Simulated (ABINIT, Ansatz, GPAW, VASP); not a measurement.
# One structure in several programs: MnS (Fm-3m, 4 atoms in the cell)

Self-consistent single point, at a second geometry (lattice scaled by 0.98). First geometry:

```xyz
4
Lattice="5.2200 2.6100 2.6100 2.6100 5.2200 2.6100 2.6100 2.6100 5.2200" Properties=species:S:1:pos:R:3 pbc="T T T"
Mn     0.0000     0.0000     0.0000
Mn     5.2200     5.2200     5.2200
S      2.6100     2.6100     2.6100
S      7.8300     7.8300     7.8300
```
Moments meant for the start (each program seeds them in its own way; μB, in the order of the atoms Mn Mn S S): 5.0 -5.0 0.0 0.0.

Shared settings, as Ansatz (an electronic-structure program) writes them: kpoints.mp_grid.grid = 4 4 4; scf.occupations.method = fermi_dirac; scf.occupations.width = 0.02 eV. Potentials and cutoffs stand in the table.

| code | model | ΔF from the first geometry (meV/atom) | pressure (GPa) | gap on the mesh (eV) | cutoff |
|---|---|---|---|---|---|
| VASP | PBE, VASP's PBE PAW potentials (set 64) | -7.0 | 0.71 | 0.649 | 300 eV |
| ABINIT | PBE, PAW (JTH v2.0 PBE PAW) | -6.8 | 1.12 | 0.646 | 60 Ry |
| GPAW | PBE, GPAW PAW datasets PBE (gpaw-data 1.0.1) | -6.9 | 1.32 | 0.630 | 850 eV |
| Ansatz | PBE, default PAW files | -8.1 | 1.04 | – | default |

For VASP (by 0.5 GPa) the energy change implies a higher mean pressure, against the two pressures, than for the other programs: a sign of finite-basis (Pulay) stress.

A dash marks a value that a program does not give, or that is left out as unsure.

No gap is tabulated for Ansatz: it is not read from that output, or partly filled or unconverged empty levels leave it unsure.

Gaps are read on the mesh.

On Ansatz's run: the magnetic order is the one reached from the typed start; others were not searched systematically.

The spread over the programs that give each value: ΔF from the first geometry within 1.3 meV/atom; pressure within 0.61 GPa; gap on the mesh within 0.019 eV.

Ansatz's pressure is given at a fixed set of plane waves, as the other plane-wave codes print theirs; with its correction for the finite basis it is 1.08 GPa.

The shared mesh is coarse (it stands for a supercell whose shortest vector is 14 Å), so the values are not converged in it.

VASP's run is marked for a possible Pulay error in its stress at this cutoff; no cutoff test was made.

The starting cell has typed, rounded lattice constants, without a prior relaxation at this level. For this run, on top of that: lattice scaled by 0.98.

Left out of this page: Quantum ESPRESSO, CP2K, Elk, FLEUR and SIESTA (not drawn, or without a comparable value).

Keys are those of Ansatz 0.2.
